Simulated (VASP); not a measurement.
LuIn2Si2:

```xyz
5
Lattice="4.4661 0.0081 -0.0322 -2.2260 3.8874 -0.0084 -0.0512 -0.0450 7.0609" Properties=species:S:1:pos:R:3 pbc="T T T"
In   -0.2506    2.3064    4.2182
In    2.1563    1.2236    2.7699
Lu    2.1609    3.7280    6.7666
Si   -0.3098    2.8708    2.1294
Si    2.0334    0.9691    5.2557
```

The cell was built by a generator and needn't be a form met in nature.

Base run:

```yaml
Program: VASP 6.6.1
Functional: PBEsol
Potentials_or_basis: VASP PAW PBE potentials, release 64 (In_d, Lu, Si)
Cutoff: 520 eV
k_mesh: 5 × 5 × 3, shifted
Occupations: methfessel-paxton, width 0.15 eV
Spin: no spin polarisation
```

Its results: band gap on the k mesh none (metal or under the smearing width); pressure 6.8 GPa; largest force 7.594 eV/Å.

**Question.** The run is repeated on the same cell with these changes: occupations from methfessel-paxton, width 0.15 eV to fermi-dirac, width 0.1 eV; dispersion from none to D3(BJ). What comes out?

**Answer.** Band gap on the k mesh none (metal or under the smearing width); pressure 5.1 GPa; largest force 7.606 eV/Å.

Caveats: the PAW data sets were made with another functional, which shifts forces and pressure a little; pairwise dispersion overbinds metals, which lowers pressure and volume (some runs).
